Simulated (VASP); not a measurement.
# The (1 0 0) face of Be (space group 229): relaxation and electronic structure, part 2 of 3

Aim: model the (1 0 0) face of Be (space group 229) by a slab and find how far its highest filled level lies below the vacuum.

VASP 6.6.1; PBEsol; plane waves and PAW (Be).

So far. Step 2 (Relaxing the slab): The run ended after 7 ionic steps, 0.028 eV below its first step, once the forces on the free atoms met EDIFFG = -0.03.

### 3. Vacuum level and density of states

A static run writes the electrostatic potential without exchange and correlation (LVHAR), which is flat in the vacuum and gives the level to count from. The dipole correction cancels the field that unlike faces would set up across the vacuum.

Contents of INCAR:

```
SYSTEM = Be
PREC = Normal
ENCUT = 300
EDIFF = 1E-06
NELM = 120
ISMEAR = 0
SIGMA = 0.05
LREAL = .FALSE.
ALGO = Fast
GGA = PS
NBANDS = 28
LORBIT = 11
LWAVE = .FALSE.
LCHARG = .TRUE.
IDIPOL = 3
LDIPOL = .TRUE.
DIPOL = 0.5 0.5 0.5
LVHAR = .TRUE.
LVACPOTAV = .TRUE.
LELF = .TRUE.
NEDOS = 1500
```

Contents of POSCAR:

```
Be
1.0
    2.5062419026      0.0000000000      0.0000000000
    0.0000000000      2.5062419026      0.0000000000
    0.0000000000      0.0000000000     21.7718466591
Be
8
Direct
    0.0000000000      0.0000000000      0.6960312739
    0.5000000000      0.5000000000      0.6417468603
    0.0000000000      0.0000000000      0.5851370181
    0.5000000000      0.5000000000      0.5287784720
    0.0000000000      0.0000000000      0.4712215280
    0.5000000000      0.5000000000      0.4148629819
    0.0000000000      0.0000000000      0.3582531397
    0.5000000000      0.5000000000      0.3039687261
```

Contents of KPOINTS:

```
Automatic mesh
0
Gamma
9 9 1
0 0 0
```

Contents of KPOINTS_OPT:

```
Line mode
14
Line-mode
Reciprocal
  0.50000000   0.50000000   0.00000000 M
  0.00000000   0.00000000   0.00000000 GAMMA

  0.00000000   0.00000000   0.00000000 GAMMA
  0.00000000   0.50000000   0.00000000 X

  0.00000000   0.50000000   0.00000000 X
  0.50000000   0.50000000   0.00000000 M
```

The projector-augmented-wave data sets are Be (PBE family, release 64).

Command:

```console
$ mpirun -np 4 vasp_std
```

The log of the run:

```text
[banner, memory and clock lines left out]
running    4 mpi-ranks, on    1 nodes
 distrk:  each k-point on    4 cores,    1 groups
 distr:  one band on    1 cores,    4 groups

 POSCAR found type information on POSCAR Be
 POSCAR found :  1 types and       8 ions
 [... a notice as in an earlier step ...]

 LDA part: xc-table for (Slater+PW92), standard interpolation
 POSCAR, INCAR and KPOINTS ok, starting setup
 FFT: planning ... GRIDC
 FFT: planning ... GRID_SOFT
 FFT: planning ... GRID
 WAVECAR not read
 entering main loop
       N       E                     dE             d eps       ncg     rms          rms(c)
DAV:   1     0.107842842863E+02    0.10784E+02   -0.38025E+03   840   0.288E+02
DAV:   2    -0.303673097532E+02   -0.41152E+02   -0.38613E+02  1124   0.807E+01
DAV:   3    -0.317770872017E+02   -0.14098E+01   -0.13778E+01  1088   0.121E+01
DAV:   4    -0.317963780828E+02   -0.19291E-01   -0.19273E-01  1120   0.158E+00
DAV:   5    -0.317968035954E+02   -0.42551E-03   -0.42548E-03  1116   0.214E-01    0.363E+00
RMM:   6    -0.300568657868E+02    0.17399E+01   -0.30336E-01   991   0.145E+00    0.186E+00
RMM:   7    -0.298161771023E+02    0.24069E+00   -0.95030E-02  1037   0.755E-01    0.936E-01
RMM:   8    -0.297459075378E+02    0.70270E-01   -0.28359E-02  1076   0.437E-01    0.362E-01
RMM:   9    -0.297382651247E+02    0.76424E-02   -0.62283E-03  1054   0.213E-01    0.124E-01
RMM:  10    -0.297380571844E+02    0.20794E-03   -0.21191E-03  1084   0.120E-01    0.732E-02
RMM:  11    -0.297394049666E+02   -0.13478E-02   -0.43896E-04  1072   0.536E-02    0.285E-02
RMM:  12    -0.297393772822E+02    0.27684E-04   -0.37279E-04  1147   0.426E-02    0.190E-02
RMM:  13    -0.297397787316E+02   -0.40145E-03   -0.10069E-04  1085   0.240E-02    0.984E-03
RMM:  14    -0.297398855758E+02   -0.10684E-03   -0.30200E-05  1119   0.130E-02    0.753E-03
RMM:  15    -0.297400831319E+02   -0.19756E-03   -0.30069E-05  1140   0.965E-03    0.340E-03
RMM:  16    -0.297402558741E+02   -0.17274E-03   -0.10036E-05  1096   0.554E-03    0.196E-03
RMM:  17    -0.297402873005E+02   -0.31426E-04   -0.99051E-07  1017   0.236E-03    0.488E-04
RMM:  18    -0.297402931576E+02   -0.58571E-05   -0.21459E-07   937   0.903E-04    0.185E-04
RMM:  19    -0.297402934343E+02   -0.27667E-06   -0.19141E-08   788   0.440E-04
|                                                                             |
|           W    W    AA    RRRRR   N    N  II  N    N   GGGG   !!!           |
|           W    W   A  A   R    R  NN   N  II  NN   N  G    G  !!!           |
|           W    W  A    A  R    R  N N  N  II  N N  N  G       !!!           |
|           W WW W  AAAAAA  RRRRR   N  N N  II  N  N N  G  GGG   !            |
|           WW  WW  A    A  R   R   N   NN  II  N   NN  G    G                |
|           W    W  A    A  R    R  N    N  II  N    N   GGGG   !!!           |
|                                                                             |
|     Did not find any points to average over, which means that no vacuum     |
|     field-free region was found. Please increase the size of  your cell     |
|     in the dimension of the dipole correction to obtain accurate            |
|     workfunction values.                                                    |
|                                                                             |

   1 F= -.29740293E+02 E0= -.29739520E+02  d E =-.154644E-02
 Start KPOINTS_OPT (optional k-point list driver)
k-point batch [1-15\42]
       N       E                     dE             ncg
DAV:   1    -0.211822122193E+03   -0.50371E+04      848
DAV:   2    -0.755946710121E+03   -0.54412E+03     1076
DAV:   3    -0.778716003059E+03   -0.22769E+02     1064
DAV:   4    -0.778891980087E+03   -0.17598E+00     1072
DAV:   5    -0.778893807409E+03   -0.18273E-02     1068
DAV:   6    -0.778893841277E+03   -0.33867E-04     1112
DAV:   7    -0.778893842012E+03   -0.73517E-06      988
[...]
k-point batch [31-42\42]
       N       E                     dE             ncg
DAV:   1     0.143557501819E+04   -0.70444E+04      672
DAV:   2     0.962276892377E+03   -0.47330E+03      936
DAV:   3     0.942294003659E+03   -0.19983E+02      888
DAV:   4     0.942141960918E+03   -0.15204E+00      920
DAV:   5     0.942140593797E+03   -0.13671E-02      868
DAV:   6     0.942140571349E+03   -0.22448E-04      904
DAV:   7     0.942140570922E+03   -0.42692E-06      808
```

Elapsed: 8.8 s, on 4 MPI ranks of AMD EPYC 7R43, shared host; peak memory 0.37 GiB.

Parts of OUTCAR (step 3):

```text
 Found     15 irreducible k-points:

   k-points           NKPTS =     15   k-points in BZ     NKDIM =     15   number of bands    NBANDS=     28

   NELECT =      16.0000    total number of electrons

 E-fermi :   1.8926

 k-point     1 :       0.0000    0.0000    0.0000
  band No.  band energies     occupation
    ...
      3      -7.9606      2.00000
      4      -6.2325      2.00000
      5      -4.2343      2.00000
      6      -2.1563      2.00000
      7      -0.1093      2.00000
      8       2.0651      0.00000
      9       4.1094      0.00000
     10       5.2396      0.00000
     11       5.4607      0.00000
     12       6.1272      0.00000
    ...

 k-point     2 :       0.1111    0.0000    0.0000
  band No.  band energies     occupation
    ...
      3      -7.7502      2.00000
      4      -6.0268      2.00000
      5      -4.0327      2.00000
      6      -1.9632      2.00000
      7       0.0625      2.00000
      8       2.1832      0.00000
      9       4.1401      0.00000
     10       4.1726      0.00000
     11       5.3060      0.00000
     12       5.6777      0.00000
    ...

  Total       -2.5689886     -2.5689886      0.0156384      0.0000000      0.0000000      0.0000000
  in kB      -30.0975761    -30.0975761      0.1832158      0.0000000      0.0000000      0.0000000
  external PRESSURE =     -20.0039788 kB  Pullay stress =       0.0000000 kB

 POSITION                                       TOTAL-FORCE (eV/Angst)
 -----------------------------------------------------------------------------------
      0.00000      0.00000     15.15389        -0.000000      0.000000      0.027957
      1.25312      1.25312     13.97201         0.000000      0.000000     -0.029491
      0.00000      0.00000     12.73951        -0.000000     -0.000000     -0.009002
      1.25312      1.25312     11.51248        -0.000000      0.000000      0.000504
      0.00000      0.00000     10.25936         0.000000      0.000000     -0.000504
      1.25312      1.25312      9.03233         0.000000      0.000000      0.009002
      0.00000      0.00000      7.79983        -0.000000      0.000000      0.029491
      1.25312      1.25312      6.61796        -0.000000      0.000000     -0.027957
 -----------------------------------------------------------------------------------
    total drift:                               -0.000000      0.000000      0.000000

  FREE ENERGIE OF THE ION-ELECTRON SYSTEM (eV)
  ---------------------------------------------------
  free  energy   TOTEN  =       -29.7402934343 eV

  energy  without entropy=      -29.7387469937  energy(sigma->0) =      -29.73952021

 vacuum level on the upper side and lower side of the slab         5.191         5.191

 total charge
# of ion       s       p       d       tot
------------------------------------------
    1        0.364   0.610   0.000   0.975
    2        0.409   0.800   0.000   1.210
    3        0.397   0.785   0.000   1.182
    4        0.395   0.790   0.000   1.184
    5        0.395   0.790   0.000   1.184
    6        0.397   0.785   0.000   1.182
    7        0.409   0.800   0.000   1.210
    8        0.364   0.610   0.000   0.975
--------------------------------------------------
tot          3.131   5.971   0.000   9.102

[... 8 parts as in an earlier step ...]

[... 6 further parts left out ...]
```

Numbers from this step:

* electronic cycles: 19
* Fermi energy: 1.893 eV
* DOS at the Fermi level: 0.8805 states/eV/cell
* vacuum levels: 5.191, 5.191 eV
* work functions of the upper and lower face: 3.298, 3.298 eV

The electronic bands at the labelled points (eV, zero at the Fermi level; # counts the bands kept):

```csv
point,#5,#6,#7,#8,#9,#10,#11,#12
M,-2.42,-2.42,-0.32,-0.32,0.45,0.45,0.52,0.52
0.54 of the way,-4.36,-2.37,-1.63,-0.72,-0.57,0.85,0.97,2.93
Γ,-6.13,-4.05,-2.00,0.17,2.22,3.35,3.57,4.23
0.46 of the way,-5.30,-3.35,-1.81,-1.42,0.60,0.98,2.59,3.48
X,-5.83,-5.83,-4.36,-4.36,0.34,0.34,2.13,2.13
0.46 of the way,-4.80,-4.80,-3.28,-3.28,0.79,0.79,2.36,2.36
M,-2.42,-2.42,-0.32,-0.32,0.45,0.45,0.52,0.52
```

The density of states has structure finer than the step of the table below, so its rows give means over 0.5 eV, whole bins alone (the curve runs from -12.0 to 8.00 eV). Peaks (eV: height): total 0.50: 6.52, 0.69: 7.22, 4.07: 10.3, 5.94: 8.13, 6.11: 7.00, 6.43: 7.47, 6.66: 9.38; Be s -9.00: 1.32, 0.25: 1.54, 0.50: 1.23, 1.93: 1.29, 4.07: 1.75, 4.91: 1.31, 6.62: 1.56; Be p -3.83: 2.92, -3.18: 2.54, 1.05: 2.79, 4.07: 3.02, 6.11: 2.78, 6.66: 2.67, 6.87: 3.36.

Density of states against energy, zero at the Fermi level; means over each step; values in states/eV/cell:

```csv
energy (eV),total,Be s,Be p
-11.5,0.381,0.214,0.0146
-11.0,0.846,0.438,0.0682
-10.5,0.342,0.170,0.0354
-10.0,1.07,0.490,0.149
-9.5,0.822,0.359,0.128
-9.0,1.46,0.577,0.288
-8.5,0.759,0.270,0.180
-8.0,1.42,0.482,0.348
-7.5,1.65,0.508,0.459
-7.0,1.25,0.355,0.371
-6.5,1.77,0.409,0.634
-6.0,1.72,0.379,0.609
-5.5,2.32,0.415,0.925
-5.0,1.70,0.210,0.771
-4.5,2.22,0.255,1.01
-4.0,2.38,0.218,1.11
-3.5,2.30,0.188,1.07
-3.0,2.09,0.113,1.02
-2.5,1.54,0.0796,0.773
-2.0,0.835,0.0173,0.401
-1.5,1.38,0.0219,0.696
-1.0,0.831,0.0326,0.449
-0.5,0.538,0.00253,0.279
0.0,1.49,0.265,0.480
0.5,4.31,0.765,1.30
1.0,2.54,0.238,1.05
1.5,1.65,0.298,0.609
2.0,2.73,0.518,0.897
2.5,2.72,0.247,1.16
3.0,1.26,0.123,0.492
3.5,2.41,0.225,0.932
4.0,5.35,0.692,1.73
4.5,1.38,0.0748,0.475
5.0,3.65,0.445,1.24
5.5,2.24,0.194,0.955
6.0,4.58,0.483,1.50
6.5,5.20,0.701,1.61
7.0,3.04,0.314,1.30
7.5,2.77,0.309,0.874
```

The planar average of the electrostatic potential oscillates, so the rows of the table below give means over windows of 1.25 Å about each position, cut where the curve ends. Its maxima inside the range that stand out by 2 % of the span (Å: eV): 7.3: -6.34, 8.4: -5.90, 9.6: -5.9, 10.9: -5.65, 12.1: -5.9, 13.4: -5.90, 14.5: -6.34. Its minima: 6.7: -8.99, 7.8: -9.08, 9.1: -9.18, 10.2: -9.17, 11.6: -9.17, 12.7: -9.18, 13.9: -9.08, 15.1: -8.99.

Zero at the Fermi level. Planar average of the electrostatic potential against height; means over each step:

```csv
height (Å),planar average of the electrostatic potential (eV)
0.62,3.30
1.88,3.30
3.12,3.29
4.38,3.11
5.62,-0.0327
6.88,-7.82
8.12,-7.90
9.38,-7.96
10.62,-7.81
11.88,-7.95
13.12,-7.94
14.38,-8.09
15.62,-4.37
16.88,2.65
18.12,3.27
19.38,3.30
20.62,3.30
```

Density of states in the PAW spheres, an atom over height of the layer and energy from the Fermi level.

Values in states/eV, 22 rows by 8 columns, each cell a mean:
```
0.423 0.159 0.193 0.154 0.154 0.193 0.159 0.423
0.136 0.074 0.051 0.081 0.081 0.051 0.074 0.136
0.021 0.031 0.031 0.009 0.009 0.031 0.031 0.021
0.041 0.024 0.035 0.030 0.030 0.035 0.024 0.041
0.039 0.066 0.076 0.120 0.120 0.076 0.066 0.039
0.135 0.089 0.098 0.120 0.120 0.098 0.089 0.135
0.059 0.034 0.027 0.040 0.040 0.027 0.034 0.059
0.114 0.099 0.048 0.076 0.076 0.048 0.099 0.114
0.096 0.130 0.091 0.037 0.037 0.091 0.130 0.096
0.232 0.202 0.168 0.136 0.136 0.168 0.202 0.232
0.170 0.181 0.160 0.173 0.173 0.160 0.181 0.170
0.164 0.188 0.185 0.174 0.174 0.185 0.188 0.164
0.175 0.176 0.132 0.136 0.136 0.132 0.176 0.175
0.112 0.154 0.137 0.144 0.144 0.137 0.154 0.112
0.089 0.123 0.147 0.156 0.156 0.147 0.123 0.089
0.114 0.143 0.171 0.177 0.177 0.171 0.143 0.114
0.124 0.192 0.179 0.153 0.153 0.179 0.192 0.124
0.114 0.129 0.134 0.169 0.169 0.134 0.129 0.114
0.058 0.089 0.108 0.133 0.133 0.108 0.089 0.058
0.112 0.130 0.103 0.094 0.094 0.103 0.130 0.112
0.061 0.110 0.114 0.064 0.064 0.114 0.110 0.061
0.113 0.133 0.116 0.138 0.138 0.116 0.133 0.113
```
Columns: height of the layer (Å) from 6.6 to 15.2; rows upwards: energy from the Fermi level (eV) from -7.9 to 0.5.

ELF in the ca plane at fractional y = 0.000, with atoms of Be within 0.2 Å of it. It is the smooth field of the valence electrons, not physical close to the nuclei.

Ten even steps from '0' (0.00) to '9' (0.76), each cell a mean:
```
01346888620157851026774102677310123210000000
01357899853468874347876435787643454310000000
01357999987778887778888777788888875310000000
01357999998878888888888887889999986420000000
01357999988778887778888777888999875320000000
01357899875578876467887546788766664310000000
01346888630157862026775103677411233210000000
01246788510047851015774001576200023210000000
```
Columns run along c (16.0 Å, from fractional 0.19 to 0.93 of the cell), rows up along a (2.5 Å). Atoms in or near the plane, at fractional coordinates: Be at (0.70, 0.00), Be at (0.59, 0.00), Be at (0.47, 0.00), Be at (0.36, 0.00).

Valence density in the ca plane at fractional y = 0.000, with atoms of Be within 0.2 Å of it. It is the smooth field of the valence electrons, not physical close to the nuclei.

Values in e/Å³, 5 rows by 16 columns, each cell a mean:
```
0.01 0.04 0.16 0.23 0.24 0.26 0.21 0.26 0.22 0.25 0.26 0.15 0.05 0.01 0.00 0.00
0.01 0.05 0.18 0.28 0.26 0.26 0.26 0.26 0.26 0.26 0.28 0.20 0.05 0.01 0.00 0.00
0.01 0.05 0.19 0.27 0.26 0.26 0.26 0.25 0.26 0.26 0.27 0.19 0.05 0.01 0.00 0.00
0.01 0.04 0.17 0.27 0.26 0.27 0.25 0.26 0.26 0.26 0.27 0.19 0.05 0.01 0.00 0.00
0.01 0.04 0.16 0.20 0.22 0.26 0.16 0.26 0.19 0.23 0.25 0.11 0.05 0.01 0.00 0.00
```
Columns run along c (16.0 Å, from fractional 0.19 to 0.93 of the cell), rows up along a (2.5 Å). Atoms in or near the plane, at fractional coordinates: Be at (0.70, 0.00), Be at (0.59, 0.00), Be at (0.47, 0.00), Be at (0.36, 0.00).

Electrostatic potential energy in the ca plane at fractional y = 0.000, with atoms of Be within 0.2 Å of it. With pseudopotentials it is smooth inside the atoms' cores, unlike the true potential.

Values in eV, 5 rows by 16 columns, each cell a mean:
```
  5   5   3 -19 -14  -5 -27  -1 -21 -13  -9 -26   1   5   5   5
  5   4   2  -3  -2   0  -4   1  -3  -1  -1  -4   3   5   5   5
  5   4   1   1   1   1   0   1   0   1   1   1   4   5   5   5
  5   5   3  -8  -6  -2 -12   0  -9  -5  -3 -11   2   5   5   5
  5   5   3 -22 -18  -8 -30  -2 -24 -16 -12 -29   0   5   5   5
```
Columns run along c (16.0 Å, from fractional 0.19 to 0.93 of the cell; values clipped at the 3rd and 97th percentile), rows up along a (2.5 Å). Atoms in or near the plane, at fractional coordinates: Be at (0.70, 0.00), Be at (0.59, 0.00), Be at (0.47, 0.00), Be at (0.36, 0.00).

The map of layer states is cut here 0.5 eV above the Fermi level, so it leaves out the states above that.

The vacuum level lies 3.30 eV above the Fermi level at the upper face; both faces agree, as the slab has next to no dipole.

The program found no field-free point at its default tolerance, but its printed level agrees with the flat part of the planar average.

On this mesh the fine structure of the density of states is sampling noise, and high empty states may be cut by the number of bands.

### 4. Putting the energies together

This step: slab, PBEsol; plane waves and PAW (VASP 6.6.1).

Derived from the runs above.

(Part 2 of 3 ends here.)

[Lines on the potential files, build, host, timing and source positions are cut from VASP's logs without a mark.]

[Logs are printed without paths, hosts, clocks, repeated set-up lines and the standing remarks that a program may print on its own settings, such as how far it seeks lower states.]

[Hosts, paths, dates, database ids (printed as entryN), source tags and the programs' standing remarks are cut or masked in the printed files.]

[In band tables of VASP the shares of atoms and orbitals are scaled to a sum of 1 inside the atoms' spheres.]

[Runs that stopped without an error message from VASP are left out.]
